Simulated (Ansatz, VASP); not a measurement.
# HfGe (CsCl type (invented)) in two plane-wave programs

One calculation is typed for both programs; each brings its own data sets. How far apart do they land? The cell is generated by rule, not measured, and may not be a known phase. The two relaxations start from unlike cells of this crystal (the structure described is Ansatz's start), so only their ends are compared.

Calculated with Ansatz 0.2.0; plane waves, with VASP 6.6.1 beside it; relaxation of cell and atoms at PBE.

### 1. Set-up

It takes space group Pm-3m (No. 221, cubic). Conventional cell: a = 3.407 Å, b = 3.407 Å, c = 3.407 Å, α = 90.00°, β = 90.00°, γ = 90.00°. Nearest to Hf lie 8 Ge at 2.95 Å. Nearest to Ge lie 8 Hf at 2.95 Å. Farther neighbours are not listed.

As a file:

```xyz
2
Lattice="3.4069 0.0000 0.0000 0.0000 3.4069 0.0000 0.0000 0.0000 3.4069" Properties=species:S:1:pos:R:3 pbc="T T T"
Hf    0.0000    0.0000    0.0000
Ge    1.7035    1.7035    1.7035
```

### 2. VASP: relaxation of cell and atoms, PBE

The relaxed volume is the usual yardstick between codes: in a stiff, nearly cubic crystal its relative difference is about their pressure difference at one cell divided by the bulk modulus.

Lines of VASP's logs that name or quote its potential files are left out, and so is its time.

INCAR

```
SYSTEM = HfGe
PREC = Accurate
ENCUT = 500
EDIFF = 1E-07
NELM = 120
ISMEAR = 0
SIGMA = 0.1
LREAL = .FALSE.
ALGO = Normal
GGA = PE
NBANDS = 18
LASPH = .TRUE.
LORBIT = 11
LWAVE = .FALSE.
LCHARG = .FALSE.
ISIF = 3
IBRION = 2
NSW = 80
EDIFFG = -0.005
GGA_COMPAT = .FALSE.
NELMIN = 4
```

POSCAR

```
HfGe
1.0
    3.3492029039      0.0000000000      0.0000000000
    0.0000000000      3.3492029039      0.0000000000
    0.0000000000      0.0000000000      3.3492029039
Hf Ge
1 1
Direct
    0.0000000000      0.0000000000      0.0000000000
    0.5000000000      0.5000000000      0.5000000000
```

KPOINTS

```
Automatic mesh
0
Gamma
12 12 12
0 0 0
```

Potentials, in the order of the species: Hf_pv and Ge_d (PBE family, release 64).

Run with:

```sh
mpirun -np 1 vasp_std
```

Numbers of over 12 decimals in the logs are rounded to 6 here.

Log:

```text
[banner, memory and clock lines left out]
running    1 mpi-ranks, on    1 nodes
 distrk:  each k-point on    1 cores,    1 groups
 distr:  one band on    1 cores,    1 groups

 POSCAR found type information on POSCAR HfGe
 POSCAR found :  2 types and       2 ions
 LDA part: xc-table for (Slater+PW92), standard interpolation
 POSCAR, INCAR and KPOINTS ok, starting setup
 FFT: planning ... GRIDC
 FFT: planning ... GRID_SOFT
 FFT: planning ... GRID
 WAVECAR not read
 entering main loop
       N       E                     dE             d eps       ncg     rms          rms(c)
DAV:   1     0.140633055102E+03    0.14063E+03   -0.12480E+04  3296   0.284E+03
DAV:   2    -0.152580685778E+01   -0.14216E+03   -0.13845E+03  3254   0.507E+02
DAV:   3    -0.154165640915E+02   -0.13891E+02   -0.13635E+02  3712   0.104E+02
DAV:   4    -0.157390043712E+02   -0.32244E+00   -0.32013E+00  3800   0.157E+01
DAV:   5    -0.157431281705E+02   -0.41238E-02   -0.41220E-02  3730   0.203E+00    0.382E+01
DAV:   6    -0.150367399012E+02    0.70639E+00   -0.21472E+00  4206   0.690E+00    0.250E+01
DAV:   7    -0.149812458958E+02    0.55494E-01   -0.32482E-01  3976   0.656E+00    0.445E+00
DAV:   8    -0.149757523529E+02    0.54935E-02   -0.15915E-02  3260   0.102E+00    0.678E-01
DAV:   9    -0.149750978766E+02    0.65448E-03   -0.45333E-03  4086   0.981E-01    0.328E-01
DAV:  10    -0.149750708620E+02    0.27015E-04   -0.16054E-04  3282   0.103E-01    0.134E-01
DAV:  11    -0.149750728178E+02   -0.19559E-05   -0.13661E-05  3842   0.416E-02    0.227E-02
DAV:  12    -0.149750726907E+02    0.12714E-06   -0.45057E-07  3260   0.526E-03    0.784E-03
DAV:  13    -0.149750726439E+02    0.46762E-07   -0.68927E-08  1774   0.372E-03
   1 F= -.14975073E+02 E0= -.14968416E+02  d E =-.149751E+02
 curvature:   0.00 expect dE= 0.000E+00 dE for cont linesearch  0.000E+00
 trial: gam= 0.00000 g(F)=  0.000E+00 g(S)=  0.305E-04 ort = 0.000E+00 (trialstep = 0.100E+01)
 search vector abs. value=  0.305E-04
 bond charge predicted
       N       E                     dE             d eps       ncg     rms          rms(c)
DAV:   1    -0.149754912062E+02   -0.41852E-03   -0.69261E-03  3886   0.125E+00    0.199E-01
DAV:   2    -0.149751782231E+02    0.31298E-03   -0.49393E-04  3918   0.341E-01    0.645E-02
DAV:   3    -0.149750867812E+02    0.91442E-04   -0.11117E-04  3888   0.135E-01    0.228E-02
DAV:   4    -0.149750735294E+02    0.13252E-04   -0.10784E-05  4030   0.308E-02    0.170E-02
DAV:   5    -0.149750723874E+02    0.11420E-05   -0.11779E-06  3382   0.124E-02    0.684E-03
DAV:   6    -0.149750727778E+02   -0.39042E-06   -0.32004E-07  3338   0.775E-03    0.119E-03
DAV:   7    -0.149750727406E+02    0.37169E-07   -0.21232E-08  1572   0.195E-03
   2 F= -.14975073E+02 E0= -.14968424E+02  d E =-.967152E-07
 trial-energy change:   -0.000000  1 .order   -0.000000   -0.000031    0.000030
 step:   0.5038(harm=  0.5038)  dis= 0.00000  next Energy=   -14.975080 (dE=-0.769E-05)
 bond charge predicted
       N       E                     dE             d eps       ncg     rms          rms(c)
DAV:   1    -0.149751847482E+02   -0.11197E-03   -0.17108E-03  3882   0.623E-01    0.989E-02
DAV:   2    -0.149751083173E+02    0.76431E-04   -0.12146E-04  3908   0.168E-01    0.320E-02
DAV:   3    -0.149750854562E+02    0.22861E-04   -0.27380E-05  3880   0.672E-02    0.113E-02
DAV:   4    -0.149750815187E+02    0.39375E-05   -0.26726E-06  4024   0.154E-02    0.837E-03
DAV:   5    -0.149750806196E+02    0.89909E-06   -0.28998E-07  3116   0.616E-03    0.339E-03
DAV:   6    -0.149750803642E+02    0.25543E-06   -0.71478E-08  1562   0.383E-03    0.388E-04
DAV:   7    -0.149750803713E+02   -0.71791E-08   -0.10140E-08  1540   0.141E-03
   3 F= -.14975080E+02 E0= -.14968428E+02  d E =-.772744E-05
 curvature:  -0.25 expect dE=-0.484E-07 dE for cont linesearch -0.484E-07
 trial: gam= 0.00000 g(F)=  0.662E-68 g(S)=  0.192E-06 ort =-0.242E-05 (trialstep = 0.901E+00)
 search vector abs. value=  0.192E-06
 reached required accuracy - stopping structural energy minimisation
```

From OUTCAR (step 2):

```text
ion  position               nearest neighbor table
   1  0.000  0.000  0.000-   2 2.90   2 2.90   2 2.90   2 2.90   2 2.90   2 2.90   2 2.90   2 2.90

  LATTYP: Found a simple cubic cell.
 ALAT       =     3.3492029039

 Subroutine GETGRP returns: Found 48 space group operations
 (whereof 48 operations were pure point group operations)

The static configuration has the point symmetry O_h .

 Found     84 irreducible k-points:

   k-points           NKPTS =     84   k-points in BZ     NKDIM =     84   number of bands    NBANDS=     18

   dimension x,y,z NGX =    24 NGY =   24 NGZ =   24
   dimension x,y,z NGXF=    48 NGYF=   48 NGZF=   48

   ENCUT  =  500.0 eV  36.75 Ry    6.06 a.u.   6.11  6.11  6.11*2*pi/ulx,y,z

   NELECT =      24.0000    total number of electrons

 k-points in reciprocal lattice and weights: Automatic mesh
   0.00000000  0.00000000  0.00000000       0.001
   0.08333333  0.00000000  0.00000000       0.003
   0.16666667  0.00000000  0.00000000       0.003
   0.25000000  0.00000000  0.00000000       0.003
   0.33333333  0.00000000  0.00000000       0.003
   0.41666667  0.00000000  0.00000000       0.003
   0.50000000  0.00000000  0.00000000       0.002
   0.08333333  0.08333333  0.00000000       0.007
   0.16666667  0.08333333  0.00000000       0.014
[...]
0.50000000  0.50000000  0.41666667       0.003
   0.50000000  0.50000000  0.50000000       0.001

 average (electrostatic) potential at core
       1 -36.0076       2 -72.2779

 E-fermi :   6.5214

 k-point     1 :       0.0000    0.0000    0.0000
  band No.  band energies     occupation
    ...
      7     -17.6174      2.00000
      8     -17.6174      2.00000
      9      -4.9760      2.00000
     10       5.0284      2.00000
     11       5.0284      2.00000
     12       8.4183      0.00000
     13       8.4183      0.00000
     14       8.4183      0.00000
     15      10.1178      0.00000
     16      10.1178      0.00000
    ...

 k-point     2 :       0.0833    0.0000    0.0000
  band No.  band energies     occupation
    ...
      7     -17.6175      2.00000
      8     -17.6172      2.00000
      9      -4.8677      2.00000
     10       4.8620      2.00000
     11       5.0780      2.00000
     12       8.0791      0.00000
     13       8.0791      0.00000
     14       8.0829      0.00000
     15      10.1379      0.00000
     16      10.5149      0.00000
    ...

 k-point     3 :       0.1667    0.0000    0.0000
  band No.  band energies     occupation
    ...
      7     -17.6179      2.00000
      8     -17.6169      2.00000
      9      -4.5498      2.00000
     10       4.1732      2.00000
     11       5.2198      2.00000
     12       7.4703      0.00000
     13       7.4703      0.00000
     14       7.9474      0.00000
     15      10.1936      0.00000
     16      11.3111      0.00000
    ...

  Total        0.0016292      0.0016292      0.0016292      0.0000000      0.0000000      0.0000000
  in kB        0.0695338      0.0695338      0.0695338      0.0000000      0.0000000      0.0000000
  external PRESSURE =       0.0695338 kB  Pullay stress =       0.0000000 kB

  energy-cutoff  :      500.00
  volume of cell :       37.54
      direct lattice vectors                 reciprocal lattice vectors
     3.348366943 -0.000000000  0.000000000     0.298653050 -0.000000000  0.000000000
     0.000000000  3.348366943  0.000000000     0.000000000  0.298653050  0.000000000
    -0.000000000  0.000000000  3.348366943    -0.000000000  0.000000000  0.298653050

 POSITION                                       TOTAL-FORCE (eV/Angst)
 -----------------------------------------------------------------------------------
      0.00000      0.00000      0.00000         0.000000      0.000000      0.000000
      1.67418      1.67418      1.67418        -0.000000      0.000000      0.000000
 -----------------------------------------------------------------------------------
    total drift:                                0.000000      0.000000     -0.000000

  FREE ENERGIE OF THE ION-ELECTRON SYSTEM (eV)
  ---------------------------------------------------
  free  energy   TOTEN  =       -14.9750803713 eV

  energy  without entropy=      -14.9617752173  energy(sigma->0) =      -14.96842779

 reached required accuracy - stopping structural energy minimisation

 total charge
# of ion       s       p       d       tot
------------------------------------------
    1        0.322   6.337   1.608   8.267
    2        1.155   1.236  10.022  12.412
--------------------------------------------------
tot          1.477   7.573  11.630  20.680

[... 3 further parts left out ...]
```

CONTCAR:

```
HfGe
   1.00000000000000
     3.3483669428286893   -0.0000000000000000    0.0000000000000000
     0.0000000000000000    3.3483669428286893    0.0000000000000000
    -0.0000000000000000    0.0000000000000000    3.3483669428286893
  Hf              Ge
     1     1
Direct
     0.0000000000000000    0.0000000000000000    0.0000000000000000
     0.5000000000000000    0.5000000000000000    0.5000000000000000
```

Harder data sets than Hf_pv exist (the GW ones), and pressures, volumes and forces can shift noticeably with them.

### 3. Ansatz: relaxation of cell and atoms, PBE

Ansatz runs on its default PAW (the set named soft_2) files.

Its own start cell and the same functional, mesh and smearing now go to Ansatz, which takes its cutoff from its data sets.

input.yaml

```yaml
crystal:
  lattice:
    - [3.40694, 0.0, 0.0]
    - [0.0, 3.40694, 0.0]
    - [0.0, 0.0, 3.40694]
  atoms:
    - { symbol: Hf, position: [0.0, 0.0, 0.0] }
    - { symbol: Ge, position: [0.5, 0.5, 0.5] }
kpoints:
  mp_grid: { grid: [12, 12, 12] }
hamiltonian:
  xc: pbe
scf:
  occupations: { method: gaussian, width: 0.1 }
output:
  forces: true
  stress: true
  eigenvalues: true
relax:
  adjacent_minimum: "off"
  f_tol: 0.005
  max_steps: 80
  cell: { stress_tol: 0.05 }
```

Run with:

```sh
ansatz run input.yaml --threads 2 --pin off --max-ram 5120MiB --backend cpu --events-out ev --progress --plain --runs-dir out
```

Log:

```text
Engine: ansatz 0.2.0, aarch64-unknown-linux-gnu
Pseudopotentials: kind: paw
Pseudopotential: Hf, paw, valence charge 26, recommended cutoff 420 eV (normal), Hf.paw.azcp
Pseudopotential: Ge, paw, valence charge 14, recommended cutoff 420 eV (normal), Ge.paw.azcp
Functional definition: PBE
  parameter kappa = 0.804
  parameter beta = 0.066725
  exchange = pbe_x(kappa = kappa, mu = beta*pi^2/3)
  correlation = pbe_c(beta = beta)
Crystal: 2 atoms, lattice volume = 39.545 Å³
Basis set: ecut = 420 eV, 751 PW (Γ), exchange–correlation on 48×48×48 points (8 copies of the dense FFT grid, shifted against one another)
Bands: 24, of which v1, the nominal top of the filled ones, is band 20 counted from 1 (19 counted from 0)
Symmetry: 48 space group operations
Space group: Pm-3m (ITA 221), of the structure as read, at distance tolerance 3.4e-5 Å
k-points: 84 of 1728
Non-local potential: Hf, projectors of the file, l = 0: 3, l = 1: 2, l = 2: 2, l = 3: 3
Non-local potential: Ge, projectors of the file, l = 0: 2, l = 1: 2, l = 2: 3, l = 3: 1
PAW form: soft (Blöchl's): semilocal exchange-correlation on the pseudo side does not see the compensation charge
PAW one-centre angular grid: Hf, 590 points (default); XC on 64 Gauss nodes
PAW one-centre angular grid: Ge, 590 points (default); XC on 64 Gauss nodes
Initial density: superposition of atomic densities (neutral atoms: chi_scale 0, normalization atom), corrected by the library's trained network
Initial wavefunctions: pseudopotential atomic-orbital guess
Functional: x = pbe(κ = 0.804, μ = 0.219515), c = pbe(β = 0.066725)
SCF iter   1: F=—  HF=-20016.835331 eV  |F-HF|=—  |Δ(HF+E_count)|=         —  Δρ=2.65e-3  dr2=8.57e-4  ethr=1.77e-3  ⟨swp⟩=4.0  Hψ=7101  notcnv=0
preconditioner: auto → Kerker (q_TF=auto, 2.734 Å⁻¹)  [metal: Δε(μ)=0.001 eV  Ē_g=19.236 eV  σ=0.100 eV  W_gap=0.01  n_scr=18 (ndim 8)  ℏωp=36.4 eV  f_vac=0.000  D(μ)=2.80/eV (n_scr^D=26)]
SCF iter   2: F=—  HF=-20016.836045 eV  |F-HF|=—  |Δ(HF+E_count)|=   7.14e-4  Δρ=1.62e-3  dr2=3.43e-4  ethr=2.14e-6  ⟨swp⟩=2.9  Hψ=4353  notcnv=0
SCF iter   3: F=—  HF=-20016.836390 eV  |F-HF|=—  |Δ(HF+E_count)|=   3.45e-4  Δρ=2.70e-4  dr2=1.61e-5  ethr=8.57e-7  ⟨swp⟩=2.9  Hψ=3095  notcnv=0
SCF iter   4: F=—  HF=-20016.836471 eV  |F-HF|=—  |Δ(HF+E_count)|=   8.08e-5  Δρ=1.09e-4  dr2=3.04e-6  ethr=4.01e-8  ⟨swp⟩=2.0  Hψ=3364  notcnv=0
SCF iter   5: F=—  HF=-20016.836472 eV  |F-HF|=—  |Δ(HF+E_count)|=   1.01e-6  Δρ=5.62e-5  dr2=8.58e-7  ethr=7.61e-9  ⟨swp⟩=2.0  Hψ=3698  notcnv=0
SCF iter   6: F=—  HF=-20016.836472 eV  |F-HF|=—  |Δ(HF+E_count)|=   2.49e-7  Δρ=1.24e-5  dr2=3.51e-8  ethr=2.50e-10  ⟨swp⟩=3.3  Hψ=8754  notcnv=0
SCF iter   7: F=-20016.836472 eV  HF=-20016.836472 eV  |F-HF|=2.43e-9  |Δ(HF+E_count)|=   4.78e-8  Δρ=5.54e-6  dr2=9.18e-9  ethr=8.77e-11  ⟨swp⟩=4.3  Hψ=6779  notcnv=0
SCF 1 converged in 7 iterations: F = -20016.836472 eV  dr2 = 9.18e-9
  greatest PAW one-centre occupation: 0.998 electrons in one spin orbital (limit 2), on the Ge atom at site 1 (counted from 0), in its partial waves of l = 2
relax step   1: F+E_penalty+E_count = -20016.83647173 eV  Δ(F+E_penalty+E_count) = +0.000e0 eV  max|allowed force component| = 9.992e-30 eV/Å  Δτ_max = 0.0000 Å  P = -5.064 GPa  Ω = 39.545 Å³  (7 SCF iters, dr2 threshold 1.00e-7 eV, accepted)
[...]
relax step   2: F+E_penalty+E_count = -20016.81017457 eV  Δ(F+E_penalty+E_count) = +2.630e-2 eV  max|allowed force component| = 1.854e-29 eV/Å  Δτ_max = 0.0000 Å  P = +8.469 GPa  Ω = 35.345 Å³  energy of the carried Pulay correction = +1.033e-3 eV  (8 SCF iters, dr2 threshold 2.00e-7 eV, rejected (line search))
[...]
relax step   3: F+E_penalty+E_count = -20016.86743465 eV  Δ(F+E_penalty+E_count) = -3.096e-2 eV  max|allowed force component| = 1.328e-29 eV/Å  Δτ_max = 0.0000 Å  P = -0.574 GPa  Ω = 37.862 Å³  energy of the carried Pulay correction = +4.006e-4 eV  (10 SCF iters, accepted)
[...]
relax step   4: F+E_penalty+E_count = -20016.86782127 eV  Δ(F+E_penalty+E_count) = -3.866e-4 eV  max|allowed force component| = 3.313e-29 eV/Å  Δτ_max = 0.0000 Å  P = +0.050 GPa  Ω = 37.657 Å³  energy of the carried Pulay correction = +4.505e-4 eV  (4 SCF iters, dr2 threshold 2.00e-7 eV, accepted)
[...]
relax step   5: F+E_penalty+E_count = -20016.86737627 eV  Δ(F+E_penalty+E_count) = +4.450e-4 eV  max|allowed force component| = 2.196e-29 eV/Å  Δτ_max = 0.0000 Å  P = +0.048 GPa  Ω = 37.657 Å³  stress off target by 4.83e-2 GPa  SCF on the basis re-selected at this cell (its energy is not comparable with the rows above)  (7 SCF iters)
basis re-selected at this cell: Δ(F+E_penalty+E_count) = +4.450e-4 eV, ΔP = -0.001 GPa vs the last step (what re-selecting the basis moved, of the pressure what is left beyond the Pulay correction that the steps carried, after the strain that the cell walked since its last selection, with what the two solves' SCF thresholds leave and, on support functions, any second-order correction that the steps lacked; it is no m [...]
SCF converged after 7 iterations
Free energy (F): -20016.867376 eV
Harris-Foulkes:  -20016.867376 eV  (|F-HF|=7.28e-12)
Internal energy: -20016.854152 eV  (E = F + TS)
E sigma→0 (E₀):  -20016.860764 eV
Entropy (-TS):   -0.013224 eV (-6.612 meV/atom)
Fermi energy:    17.560021 eV
--- Per-component energies (eV) ---
  E_band       = -47.710372
  E_kinetic    = 535.971502
  E_local      = -7132.422762  (includes V_loc(G=0)·N_el)
  E_nonlocal   = -826.901905
  E_hartree    = 3297.218177
  E_xc         = -376.262312
  E_vxc        = -331.786781  (∫ρ·V_xc dr)
  E_paw        = -8945.930045  (= ΣΔE_a)
  E_vpaw       = 1112.992969  (= ΣTr[D̂ρ^β])
  E_aug_tail   = 0.000371  (compensation charges beyond the density's cutoff)
  E_ewald      = -6568.527178
  E_smearing   = -0.013224  (= −TS)
  E_closure    = 0.000000  (closes the sum)
  Σ components = -20016.867376   (vs F -20016.867376, Δ=0.00e0)
--- Forces (eV/Å), atoms counted from 1 ---
  atom   1  Hf    -0.00000000    -0.00000000     0.00000000
  atom   2  Ge     0.00000000    -0.00000000     0.00000000
  max |Σ_I F_I| component: 4.86e-29 eV/Å
--- Stress (GPa, compression-positive) ---
        0.048329      -0.000000       0.000000
       -0.000000       0.048329       0.000000
        0.000000       0.000000       0.048329
  P = ⅓ Tr σ = 0.0483 GPa (0.483 kbar)
--- Band table (eV; the first three rows and the last of 84) ---
  k-point 0: bands = [... 16 lower, 6.0821, 16.0705, 16.0705, 19.4630, 19.4630, 19.4630, 21.1426, 21.1426]
  k-point 1: bands = [... 16 lower, 6.1905, 15.9039, 16.1201, 19.1218, 19.1218, 19.1278, 21.1627, 21.5405]
  k-point 2: bands = [... 16 lower, 6.5084, 15.2163, 16.2617, 18.5113, 18.5113, 18.9930, 21.2186, 22.3352]
  k-point 83: bands = [... 16 lower, 11.8180, 13.2161, 13.2161, 13.2161, 21.2621, 21.2621, 21.2621, 23.1570]
--- Relaxed structure (4 steps of the walk, 3 accepted, 1 SCFs on fresh bases) ---
  F+E_penalty+E_count = -20016.86737627 eV   max|allowed force component| = 2.196e-29 eV/Å   (the final SCF, on the basis selected at the relaxed cell)
  cell:  # Å, volume = 37.6570 Å³
    - [3.351828, 0, 0]
    - [0, 3.351828, 0]
    - [0, 0, 3.351828]
  atoms:
    - { symbol: Hf, position: [0, 0, 0] }
    - { symbol: Ge, position: [0.500000, 0.500000, 0.500000] }
```

### 4. Differences

Known differences besides the potentials themselves: the data sets hold 40 valence electrons in Ansatz (on its default PAW (the set named soft_2) files) and 24 in VASP; the cutoff is 420 eV in Ansatz and 500 eV in VASP; Ansatz adds a Pulay correction to the stress that steers its cell, VASP none. Total energies have different zeros and are not compared.

Compared:

| quantity | Ansatz | VASP | difference |
| --- | --- | --- | --- |
| volume (Å³) | 37.66 | 37.54 | +0.31 % |
| edge a after relaxation, in the typed setting (Å) | 3.352 | 3.348 | +0.10 % |

### 5. Results

```
difference in volume (relaxation of cell and atoms, PBE) : 0.31 %
```

The difference in volume is 0.31 % (relaxation of cell and atoms, PBE), within the 1.2 % picked in this series as the mark of a large difference, as far as the stopping tolerances let one tell. The data sets hold unlike numbers of valence electrons (40 in Ansatz and 24 in VASP), so part of the differences comes from the potentials. How closely two codes agree says nothing of how well the functional describes the real material.

[Lines on the potential files, build, host, timing and source positions are cut from VASP's logs without a mark.]

[Logs are printed without paths, hosts, clocks, repeated set-up lines and the standing remarks that a program may print on its own settings, such as how far it seeks lower states.]

[Hosts, paths, dates, database ids (printed as entryN), source tags and the programs' standing remarks are cut or masked in the printed files.]
